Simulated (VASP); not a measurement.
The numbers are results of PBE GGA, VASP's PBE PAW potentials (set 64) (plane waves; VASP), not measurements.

A VASP calculation is set up with these files.

**INCAR**
```
EDIFF=1E-6
LMAXMIX=4
SIGMA=0.05   # width (eV)
ISMEAR=0   # Gaussian
LCHARG=.False.
NELM=100   # most electronic steps
GGA=PE
ENCUT=400
LREAL=.False.   # projection in real space or not
LASPH=.True.
SYSTEM=CdS
LWAVE=.False.
PREC=Accurate
ISIF=2   # forces and stress, cell fixed
ALGO=Normal   # blocked Davidson
```

### POSCAR
```
CdS
1
    2.0700000000    -3.5853450000     0.0000000000
    2.0700000000     3.5853450000     0.0000000000
    0.0000000000     0.0000000000     6.7200000000
Cd S
2 2
Direct
  0.6666670000   0.3333330000   0.5000000000
  0.3333330000   0.6666670000   0.0000000000
  0.6666670000   0.3333330000   0.8770000000
  0.3333330000   0.6666670000   0.3770000000
```

**KPOINTS**
```
Automatic mesh
0
Monkhorst-Pack
3 3 2
0 0 0
```

POTCAR, in this order: Cd S (PBE.64 set). Program: vasp_std.

Problem. What will the output report for the number of irreducible k-points (NKPTS), number of bands (NBANDS), largest plane-wave count, number of space-group operations, FFT grid (NGX, NGY, NGZ)?

Solution. 
- number of irreducible k-points (NKPTS): 3
- number of bands (NBANDS): 22
- largest plane-wave count: 1834
- number of space-group operations: 12
- FFT grid (NGX, NGY, NGZ): 28 × 28 × 48

The compound is CdS in the wurtzite structure. The cell was not relaxed at this level. The k-mesh is coarse (spacing up to 0.58 per Å, 2π included), so the numbers may not be converged in it. The run is one of a series of settings (KPOINTS 3×3×2 Monkhorst-Pack mesh against the base run), some of them coarse on purpose.
